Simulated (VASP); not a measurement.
Computed with PBE GGA, VASP's PBE PAW potentials (set 64) (plane waves; VASP).

The input files of a VASP run:

INCAR:
```
! general
SYSTEM=Al36N35Si
PREC  =Normal
ENCUT =400
LREAL =Auto
LASPH =.True.
ISYM  =0
NELECT=286.0

! electronic loop
EDIFF =1E-5
NELM  =100
NELMIN=4
ALGO  =Fast

! smearing
ISMEAR=0
SIGMA =0.05

! functional
GGA   =PE

! ions
IBRION=2
NSW   =60
ISIF  =2
EDIFFG=-0.03

! output
LWAVE =.True.
LCHARG=.False.
```

**POSCAR**
```
Al36N35Si
1.0
  4.6932676572  -8.1289780179   0.0000000000
  4.6932676572   8.1289780179   0.0000000000
  0.0000000000   0.0000000000  10.0192026156
Al N Si
36 35 1
Cartesian
  1.5644209880  -0.9032188765   2.5048006539
  1.5644209880   0.9032188765   0.0000000000
  1.5644209880  -0.9032188765   7.5144019617
  1.5644209880   0.9032188765   5.0096013078
  3.1288419760   1.8064377531   2.5048006539
  3.1288466692   3.6128836352   0.0000000000
  3.1288419760   1.8064377531   7.5144019617
  3.1288466692   3.6128836352   5.0096013078
  4.6932676572   4.5161025117   2.5048006539
  4.6932676572   6.3225402648   0.0000000000
  4.6932676572   4.5161025117   7.5144019617
  4.6932676572   6.3225402648   5.0096013078
  3.1288466692  -3.6128836352   2.5048006539
  3.1288419760  -1.8064377531   0.0000000000
  3.1288466692  -3.6128836352   7.5144019617
  3.1073561966  -1.8058849826   4.9769387073
  4.6595465291  -0.9454733043   2.4666675687
  4.6932676572   0.9032270055   0.0000000000
  4.6435706460  -0.9077548463   7.5505813023
  4.7136505186   0.8602165828   4.9891020192
  6.2576933384   1.8064377531   2.5048006539
  6.2576886452   3.6128836352   0.0000000000
  6.2576933384   1.8064377531   7.5144019617
  6.2576886452   3.6128836352   5.0096013078
  4.6932676572  -6.3225402648   2.5048006539
  4.6932676572  -4.5161025117   0.0000000000
  4.6932676572  -6.3225402648   7.5144019617
  4.6932676572  -4.5161025117   5.0096013078
  6.2576886452  -3.6128836352   2.5048006539
  6.2576933384  -1.8064377531   0.0000000000
  6.2576886452  -3.6128836352   7.5144019617
  6.2884483214  -1.8324260958   5.0216844662
  7.8221143264  -0.9032188765   2.5048006539
  7.8221143264   0.9032188765   0.0000000000
  7.8221143264  -0.9032188765   7.5144019617
  7.8221143264   0.9032188765   5.0096013078
  1.6011458074  -0.8677684034   4.3761672800
  1.5644209880   0.9032188765   1.9136676996
  1.5644209880  -0.9032188765   9.4280696613
  1.5644209880   0.9032188765   6.9232690074
  3.1070792938   1.8476598006   4.3794736169
  3.1288466692   3.6128836352   1.9136676996
  3.1288419760   1.8064377531   9.4280696613
  3.1288466692   3.6128836352   6.9232690074
  4.6932676572   4.5161025117   4.4184683535
  4.6932676572   6.3225402648   1.9136676996
  4.6932676572   4.5161025117   9.4280696613
  4.6932676572   6.3225402648   6.9232690074
  3.1676506062  -3.5774412910   4.3813071310
  3.0896391112  -1.8452536231   1.9103212859
  3.1288466692  -3.6128836352   9.4280696613
  3.1566589734  -1.7897977351   6.9297614507
  4.7119327827   0.9185013552   1.8649843941
  4.6932676572  -0.9032270055   9.4280696613
  4.7367132359   0.8993007091   6.8772908866
  6.2469035161   1.8220697778   4.4393984677
  6.2576886452   3.6128836352   1.9136676996
  6.2576933384   1.8064377531   9.4280696613
  6.2576886452   3.6128836352   6.9232690074
  4.6932676572  -6.3225402648   4.4184683535
  4.6932676572  -4.5161025117   1.9136676996
  4.6932676572  -6.3225402648   9.4280696613
  4.6932676572  -4.5161025117   6.9232690074
  6.2949062577  -3.6561623141   4.4193700817
  6.2464060297  -1.8446845947   1.8873372351
  6.2576886452  -3.6128836352   9.4280696613
  6.3028472666  -1.7932444218   6.9011265696
  7.7730039737  -0.9067956269   4.4492874207
  7.8221143264   0.9032188765   1.9136676996
  7.8221143264  -0.9032188765   9.4280696613
  7.8221143264   0.9032188765   6.9232690074
  4.6786387419  -0.9428069995   4.4669312365
```

**KPOINTS**
```
Automatic mesh
0
Gamma
1 1 1
0 0 0
```

POTCAR, in this order: Al N Si (PBE.64 set). Program: vasp_gam.

What VASP printed:

**OUTCAR**
```
 ion  position               nearest neighbor table
   1  0.222  0.111  0.250-  37 1.87  50 1.89  38 1.90  46 1.90  16 3.05   4 3.09   2 3.09  14 3.09
                            10 3.09  12 3.09  17 3.10   5 3.13   9 3.13  25 3.13  33 3.13  13 3.13
   2  0.111  0.222  0.000-  39 1.90  43 1.90  62 1.90  38 1.91   1 3.09   3 3.09   5 3.09   7 3.09
                            25 3.09  27 3.09  14 3.13  26 3.13  10 3.13  34 3.13  18 3.13   6 3.13
   3  0.222  0.111  0.750-  40 1.90  48 1.90  39 1.91  52 1.91  19 3.08   4 3.09   2 3.09  14 3.09
                            10 3.09  12 3.09  16 3.10   7 3.13  11 3.13  27 3.13  35 3.13  15 3.13
   4  0.111  0.222  0.500-  37 1.88  60 1.90  40 1.91  41 1.92   1 3.09   3 3.09   5 3.09   7 3.09
                            25 3.09  27 3.09  16 3.12  12 3.13  28 3.13  36 3.13   8 3.13  20 3.15
   5  0.222  0.444  0.250-  41 1.88  38 1.90  42 1.90  53 1.92   2 3.09   4 3.09  18 3.09   8 3.09
                             6 3.09  20 3.09   1 3.13  29 3.13  25 3.13   9 3.13  21 3.13  17 3.15
   6  0.111  0.556  0.000-  47 1.90  66 1.90  43 1.90  42 1.91   9 3.09  11 3.09  29 3.09  31 3.09
                             5 3.09   7 3.09  10 3.13  18 3.13  30 3.13  22 3.13  26 3.13   2 3.13
   7  0.222  0.444  0.750-  40 1.90  44 1.90  43 1.91  55 1.95   2 3.09   4 3.09  18 3.09   8 3.09
                             6 3.09  19 3.11  20 3.13   3 3.13  31 3.13  27 3.13  11 3.13  23 3.13
   8  0.111  0.556  0.500-  64 1.85  41 1.87  45 1.90  44 1.91   9 3.09  11 3.09  29 3.09  31 3.09
                             5 3.09   7 3.09  32 3.09  12 3.13  24 3.13  28 3.13   4 3.13  20 3.18
   9  0.222  0.778  0.250-  46 1.90  42 1.90  57 1.90  45 1.91  10 3.09  12 3.09   6 3.09   8 3.09
                            22 3.09  24 3.09   1 3.13  33 3.13  29 3.13  13 3.13   5 3.13  21 3.13
  10  0.111  0.889  0.000-  47 1.90  39 1.90  70 1.90  46 1.91   9 3.09  11 3.09   1 3.09   3 3.09
                            33 3.09  35 3.09   6 3.13  22 3.13  34 3.13   2 3.13  30 3.13  14 3.13
  11  0.222  0.778  0.750-  48 1.90  44 1.90  59 1.90  47 1.91  10 3.09  12 3.09   6 3.09   8 3.09
                            22 3.09  24 3.09   3 3.13  35 3.13  31 3.13  15 3.13  23 3.13   7 3.13
  12  0.111  0.889  0.500-  45 1.90  48 1.91  68 1.93  37 1.96   9 3.09  11 3.09   1 3.09   3 3.09
                            33 3.09  35 3.09  32 3.10  16 3.11  24 3.13   8 3.13   4 3.13  36 3.13
  13  0.556  0.111  0.250-  50 1.87  49 1.88  61 1.90  57 1.90  16 3.06  17 3.08  26 3.09  28 3.09
                            22 3.09  24 3.09  14 3.09  25 3.13  21 3.13  29 3.13   9 3.13   1 3.13
  14  0.444  0.222  0.000-  39 1.90  54 1.90  51 1.90  50 1.91  17 3.03  19 3.03   1 3.09   3 3.09
                            13 3.09  15 3.09   2 3.13  22 3.13  10 3.13  18 3.13  26 3.13  30 3.13
  15  0.556  0.111  0.750-  63 1.90  59 1.90  51 1.91  52 1.91  26 3.09  28 3.09  22 3.09  24 3.09
                            14 3.09  19 3.10  16 3.12  27 3.13  23 3.13  31 3.13  11 3.13   3 3.13
  16  0.442  0.220  0.497-  72 1.86  49 1.87  37 1.87  52 1.95   1 3.05  13 3.06  17 3.07   3 3.10
                            12 3.11  20 3.11  15 3.12   4 3.12  24 3.12  19 3.13  28 3.14  32 3.18
  17  0.555  0.438  0.246-  50 1.89  65 1.91  53 1.96  72 2.00  14 3.03  30 3.06  16 3.07  13 3.08
                            18 3.08   1 3.10  20 3.10  29 3.11   5 3.15  32 3.16  33 3.16  21 3.18
  18  0.444  0.556  0.000-  53 1.87  43 1.90  58 1.90  54 1.90  19 3.06  17 3.08   5 3.09   7 3.09
                            21 3.09  23 3.09  22 3.13   6 3.13   2 3.13  34 3.13  30 3.13  14 3.13
  19  0.551  0.439  0.754-  52 1.84  54 1.88  55 1.93  67 1.99  14 3.03  18 3.06   3 3.08  30 3.08
                            72 3.08  15 3.10   7 3.11  20 3.11  16 3.13  31 3.15  32 3.16  23 3.16
  20  0.449  0.555  0.498-  72 1.88  55 1.89  56 1.89  41 1.98  21 3.07   5 3.09  17 3.10  23 3.11
...
```

OSZICAR:
```
...
RMM:   6    -0.528901960722E+03    0.21329E-04   -0.52069E-05   288   0.148E-02    0.168E-02
RMM:   7    -0.528901958566E+03    0.21565E-05   -0.16158E-05   223   0.775E-03
  13 F= -.52890196E+03 E0= -.52887379E+03  d E =-.390977E-01
       N       E                     dE             d eps       ncg     rms          rms(c)
DAV:   1    -0.528914155358E+03   -0.12195E-01   -0.30469E+00   360   0.443E+00    0.391E-01
RMM:   2    -0.528921697641E+03   -0.75423E-02   -0.58889E-02   360   0.551E-01    0.873E-01
RMM:   3    -0.528917126919E+03    0.45707E-02   -0.78193E-03   369   0.198E-01    0.208E-01
RMM:   4    -0.528916194503E+03    0.93242E-03   -0.20470E-03   361   0.956E-02    0.107E-01
RMM:   5    -0.528915961418E+03    0.23309E-03   -0.20016E-03   360   0.809E-02    0.108E-01
RMM:   6    -0.528915913971E+03    0.47447E-04   -0.26469E-04   360   0.334E-02    0.485E-02
RMM:   7    -0.528915893962E+03    0.20010E-04   -0.14153E-04   343   0.207E-02    0.173E-02
RMM:   8    -0.528915896069E+03   -0.21077E-05   -0.34644E-05   269   0.105E-02
  14 F= -.52891590E+03 E0= -.52888773E+03  d E =-.139375E-01
       N       E                     dE             d eps       ncg     rms          rms(c)
DAV:   1    -0.528915950454E+03   -0.56493E-04   -0.16326E-02   424   0.324E-01    0.287E-02
RMM:   2    -0.528915990573E+03   -0.40118E-04   -0.29986E-04   360   0.388E-02    0.656E-02
RMM:   3    -0.528915965325E+03    0.25248E-04   -0.41984E-05   282   0.144E-02    0.147E-02
RMM:   4    -0.528915961185E+03    0.41390E-05   -0.10876E-05   217   0.698E-03
  15 F= -.52891596E+03 E0= -.52888780E+03  d E =-.140026E-01
       N       E                     dE             d eps       ncg     rms          rms(c)
DAV:   1    -0.528924074937E+03   -0.81096E-02   -0.24707E+00   360   0.387E+00    0.299E-01
RMM:   2    -0.528927468567E+03   -0.33936E-02   -0.42014E-02   360   0.452E-01    0.373E-01
RMM:   3    -0.528927314342E+03    0.15422E-03   -0.59600E-03   367   0.161E-01    0.247E-01
RMM:   4    -0.528926571670E+03    0.74267E-03   -0.12986E-03   362   0.752E-02    0.869E-02
RMM:   5    -0.528926434807E+03    0.13686E-03   -0.10057E-03   360   0.614E-02    0.276E-02
RMM:   6    -0.528926446583E+03   -0.11776E-04   -0.13315E-04   360   0.240E-02    0.350E-02
RMM:   7    -0.528926442696E+03    0.38868E-05   -0.29999E-05   246   0.104E-02
  16 F= -.52892644E+03 E0= -.52889830E+03  d E =-.104815E-01
       N       E                     dE             d eps       ncg     rms          rms(c)
DAV:   1    -0.528926794708E+03   -0.34813E-03   -0.19970E-01   384   0.110E+00    0.840E-02
RMM:   2    -0.528927073963E+03   -0.27925E-03   -0.34698E-03   360   0.130E-01    0.101E-01
RMM:   3    -0.528927069588E+03    0.43745E-05   -0.48536E-04   367   0.461E-02    0.713E-02
RMM:   4    -0.528927008852E+03    0.60736E-04   -0.10774E-04   356   0.218E-02    0.255E-02
RMM:   5    -0.528926998169E+03    0.10683E-04   -0.82423E-05   336   0.177E-02    0.817E-03
RMM:   6    -0.528926998511E+03   -0.34253E-06   -0.10092E-05   218   0.686E-03
  17 F= -.52892700E+03 E0= -.52889884E+03  d E =-.110373E-01
       N       E                     dE             d eps       ncg     rms          rms(c)
DAV:   1    -0.528933794106E+03   -0.67959E-02   -0.25424E+00   360   0.395E+00    0.285E-01
RMM:   2    -0.528936551839E+03   -0.27577E-02   -0.39505E-02   360   0.435E-01    0.292E-01
RMM:   3    -0.528936762023E+03   -0.21018E-03   -0.53319E-03   368   0.155E-01    0.269E-01
RMM:   4    -0.528936011566E+03    0.75046E-03   -0.12861E-03   361   0.718E-02    0.798E-02
RMM:   5    -0.528935918232E+03    0.93334E-04   -0.75671E-04   361   0.525E-02    0.592E-02
RMM:   6    -0.528935916121E+03    0.21113E-05   -0.12913E-04   345   0.227E-02    0.408E-02
RMM:   7    -0.528935908075E+03    0.80457E-05   -0.39310E-05   264   0.120E-02
  18 F= -.52893591E+03 E0= -.52890775E+03  d E =-.890956E-02
       N       E                     dE             d eps       ncg     rms          rms(c)
DAV:   1    -0.528936379193E+03   -0.46307E-03   -0.44039E-01   368   0.164E+00    0.118E-01
RMM:   2    -0.528936859086E+03   -0.47989E-03   -0.69331E-03   360   0.183E-01    0.116E-01
RMM:   3    -0.528936905110E+03   -0.46024E-04   -0.92075E-04   367   0.648E-02    0.115E-01
RMM:   4    -0.528936772224E+03    0.13289E-03   -0.22985E-04   358   0.303E-02    0.336E-02
RMM:   5    -0.528936755969E+03    0.16255E-04   -0.12973E-04   339   0.219E-02    0.235E-02
RMM:   6    -0.528936756341E+03   -0.37125E-06   -0.22432E-05   238   0.946E-03
  19 F= -.52893676E+03 E0= -.52890859E+03  d E =-.975783E-02
       N       E                     dE             d eps       ncg     rms          rms(c)
DAV:   1    -0.528939768727E+03   -0.30128E-02   -0.12415E+00   360   0.278E+00    0.287E-01
RMM:   2    -0.528943975277E+03   -0.42065E-02   -0.24249E-02   360   0.350E-01    0.648E-01
RMM:   3    -0.528941299209E+03    0.26761E-02   -0.36609E-03   365   0.131E-01    0.143E-01
RMM:   4    -0.528941012007E+03    0.28720E-03   -0.82985E-04   360   0.624E-02    0.719E-02
RMM:   5    -0.528940964142E+03    0.47865E-04   -0.58162E-04   360   0.476E-02    0.681E-02
RMM:   6    -0.528940945588E+03    0.18555E-04   -0.94785E-05   339   0.200E-02    0.319E-02
RMM:   7    -0.528940939917E+03    0.56711E-05   -0.51826E-05   293   0.127E-02
  20 F= -.52894094E+03 E0= -.52891275E+03  d E =-.418358E-02
       N       E                     dE             d eps       ncg     rms          rms(c)
DAV:   1    -0.528940941868E+03    0.37193E-05   -0.53817E-04   392   0.582E-02    0.873E-03
RMM:   2    -0.528940942978E+03   -0.11097E-05   -0.12774E-05   219   0.782E-03    0.138E-02
RMM:   3    -0.528940941985E+03    0.99322E-06   -0.21871E-06   204   0.310E-03    0.610E-03
RMM:   4    -0.528940941654E+03    0.33071E-06   -0.16481E-07    79   0.145E-03
  21 F= -.52894094E+03 E0= -.52891276E+03  d E =-.418531E-02
       N       E                     dE             d eps       ncg     rms          rms(c)
DAV:   1    -0.528942200634E+03   -0.12586E-02   -0.58790E-01   360   0.194E+00    0.152E-01
RMM:   2    -0.528943142433E+03   -0.94180E-03   -0.10184E-02   360   0.228E-01    0.250E-01
RMM:   3    -0.528942854604E+03    0.28783E-03   -0.12344E-03   362   0.795E-02    0.102E-01
RMM:   4    -0.528942676520E+03    0.17808E-03   -0.30826E-04   360   0.382E-02    0.409E-02
RMM:   5    -0.528942636372E+03    0.40148E-04   -0.28140E-04   360   0.310E-02    0.249E-02
RMM:   6    -0.528942637258E+03   -0.88686E-06   -0.33741E-05   266   0.123E-02
  22 F= -.52894264E+03 E0= -.52891445E+03  d E =-.169560E-02
       N       E                     dE             d eps       ncg     rms          rms(c)
DAV:   1    -0.528942632339E+03    0.40323E-05   -0.60683E-03   432   0.198E-01    0.173E-02
RMM:   2    -0.528942646592E+03   -0.14253E-04   -0.12102E-04   357   0.249E-02    0.330E-02
RMM:   3    -0.528942640947E+03    0.56448E-05   -0.15325E-05   217   0.888E-03    0.114E-02
RMM:   4    -0.528942639314E+03    0.16334E-05   -0.34558E-06   199   0.404E-03
  23 F= -.52894264E+03 E0= -.52891445E+03  d E =-.169766E-02
       N       E                     dE             d eps       ncg     rms          rms(c)
DAV:   1    -0.528943019112E+03   -0.37816E-03   -0.16470E-01   360   0.103E+00    0.975E-02
RMM:   2    -0.528943458874E+03   -0.43976E-03   -0.40256E-03   360   0.144E-01    0.189E-01
RMM:   3    -0.528943278413E+03    0.18046E-03   -0.58910E-04   370   0.526E-02    0.647E-02
RMM:   4    -0.528943219823E+03    0.58589E-04   -0.11034E-04   358   0.228E-02    0.326E-02
RMM:   5    -0.528943198440E+03    0.21383E-04   -0.18296E-04   360   0.258E-02    0.136E-02
RMM:   6    -0.528943198906E+03   -0.46594E-06   -0.17669E-05   222   0.965E-03
  24 F= -.52894320E+03 E0= -.52891500E+03  d E =-.559592E-03
```

OUTCAR:
```
------------------------ aborting loop because EDIFF is reached ----------------------------------------
  FORCE on cell =-STRESS in cart. coord.  units (eV):
  Direction    XX          YY          ZZ          XY          YZ          ZX
  --------------------------------------------------------------------------------------
  Total       -2.4874731     -2.1976215     -6.3044590      0.2406561      0.0057392      0.0416768
  in kB       -5.2130820     -4.6056301    -13.2124691      0.5043513      0.0120278      0.0873435
  external PRESSURE =      -7.6770604 kB  Pullay stress =       0.0000000 kB
  volume of cell :      764.49
      direct lattice vectors                 reciprocal lattice vectors
     4.693267657 -8.128978018  0.000000000     0.106535582 -0.061508347  0.000000000
     4.693267657  8.128978018  0.000000000     0.106535582  0.061508347  0.000000000
     0.000000000  0.000000000 10.019202616     0.000000000  0.000000000  0.099808342
  FREE ENERGIE OF THE ION-ELECTRON SYSTEM (eV)
  ---------------------------------------------------
  free  energy   TOTEN  =      -528.9431989059 eV

  energy  without entropy=     -528.8868066276  energy(sigma->0) =     -528.91500277

 reached required accuracy - stopping structural energy minimisation
```
(Selected blocks of OUTCAR.)

File CONTCAR:
```
Al36N35Si
   1.00000000000000
     4.6932676571999998   -8.1289780178999997    0.0000000000000000
     4.6932676571999998    8.1289780178999997    0.0000000000000000
     0.0000000000000000    0.0000000000000000   10.0192026155999994
  Al              N               Si
    36    35     1
Direct
     0.2246356538087979    0.1118810287652359    0.2475120441099310
     0.1096453176819977    0.2213260709617337    0.0021986413495063
     0.2162968360164021    0.1079335614652561    0.7535032855616638
     0.1109694099947187    0.2219749168383912    0.5002084730426335
     0.2245782193558678    0.4457711946923701    0.2475011045345021
     0.1111526767864156    0.5555370349332783    0.0026630324625621
     0.2162543176981241    0.4413112616617002    0.7534942833300036
     0.1120329407422899    0.5568878287774430    0.4999647096968380
     0.2222408745817809    0.7776498372808887    0.2494221190049382
     0.1112855945084800    0.8887500288149950    0.0026995251812707
     0.2223869817470756    0.7776379772586752    0.7517673282047477
     0.1121384763702714    0.8882750468008033    0.4999724725268739
     0.5541060309460054    0.1117969678777845    0.2475510930188562
     0.4400883147955963    0.2132948300825507    0.9886074478391117
     0.5588444076897323    0.1079184900700563    0.7536035993577728
     0.4285236998814361    0.1893327274547577    0.5184422864257342
     0.5554525544875362    0.4442241008062750    0.1897879286150732
     0.4400670195791778    0.5598885563523620    0.9886653590385374
     0.5556898525996163    0.4444145752072911    0.7487874121072923
     0.4286511176460138    0.5724557309786393    0.5185539675828581
     0.5541884558710505    0.7754300399990764    0.2475971500684424
     0.4444131883140681    0.8887288443908120    0.0026691153585876
     0.5589833838434068    0.7840345362782049    0.7536211176710118
     0.4432587588701421    0.8881858206492123    0.5000296451797589
     0.8889776539675902    0.1111003298759606    0.2513305466927515
     0.7786112115769723    0.2213842300622595    0.0022892672295803
     0.8891607487372205    0.1111041830052977    0.7509756785125029
     0.7782706624843710    0.2218753894237895    0.5001790817140707
     0.8879688992468120    0.4457905540451658    0.2475741914518116
     0.7866135971716522    0.5599555366954113    0.9886812127338269
     0.8921166393218546    0.4413122981300294    0.7536129344425945
     0.8111233843012372    0.5723862099531263    0.5188667300056162
     0.8880541902148270    0.7754577043141956    0.2475933617199420
     0.7787185889348371    0.8905095539161870    0.0023374894834952
     0.8922330680659177    0.7841009102254940    0.7536619054010327
     0.7784127531043500    0.8897456930719740    0.5001574587695768
     0.2199995077036841    0.1080208670771870    0.4414395972606741
     0.1117786173304260    0.2224192470024264    0.1935822916841155
     0.2168733281564690    0.1083093889584218    0.9409004957185751
     0.1110407537719841    0.2219864751965020    0.6906878351768410
     0.2201104704068825    0.4450888019758020    0.4414636645082812
     0.1111165381461306    0.5554885922926506    0.1930897268389496
     0.2168487221814703    0.4415750176789081    0.9409022665319119
     0.1115822545770516    0.5561440278798365    0.6902342292315850
     0.2223738398168180    0.7776657475974234    0.4416527006491077
     0.1111922179873493    0.8887106388895960    0.1930820028432882
     0.2223200343573618    0.7776639452809173    0.9426425645261530
     0.1116856141829955    0.8884325181569854    0.6902772235327063
     0.5552708003123074    0.1077102529593474    0.4414487368361074
     0.4395086005347342    0.2121591615244576    0.1761333402306097
     0.5583596938828660    0.1083254215487681    0.9409860420565346
     0.4417413710581902    0.2162341455590044    0.7038881785169715
     0.4395237899248138    0.5604279800519467    0.1762021278108396
     0.5555799025231593    0.4443579084353062    0.9459972930539134
     0.4417349481385694    0.5586171110093946    0.7039747180357937
     0.5553511176047471    0.7807591154471122    0.4414567197305519
     0.4443317312963141    0.8886705737087363    0.1930242743433255
     0.5585102070482107    0.7831687881340406    0.9409881140345348
     0.4438980038537994    0.8884236020070477    0.6903647371280520
     0.8893866079015180    0.1113708519328114    0.4421461793819841
     0.7775060654762165    0.2224277052793031    0.1936699335239176
     0.8890009462455705    0.1111012444044670    0.9423480376411262
     0.7781792462113830    0.2220379156907511    0.6907262452105656
     0.8921095566355085    0.4450874681100043    0.4415072498859154
     0.7876412144875656    0.5604462008012921    0.1763562236404280
     0.8915208580637647    0.4416477300965373    0.9409808444142743
     0.7839903609105601    0.5586504610436107    0.7040958531775235
     0.8923637568243401    0.7805579051401484    0.4414874051267403
     0.7775348398990095    0.8882878832249829    0.1936910683016351
     0.8916671438864853    0.7832349440558543    0.9410186107730741
     0.7782390189869304    0.8892940528320075    0.6906885173248257
     0.5557728387311733    0.4444167078997049    0.4167839518933265
```

At this cut-off the stress carries a Pulay error, which pulls relaxed volumes low. The cell is charged, with a uniform compensating background. The supercell is sampled at Γ alone, which is coarse: total energies, pressure and levels can be off, energies of defects by several tenths of an eV.

The cell is a supercell with a defect, built from AlN (wurtzite): Si_N, charge +1. The run is not spin-polarised, so no state with unpaired spins was tried.
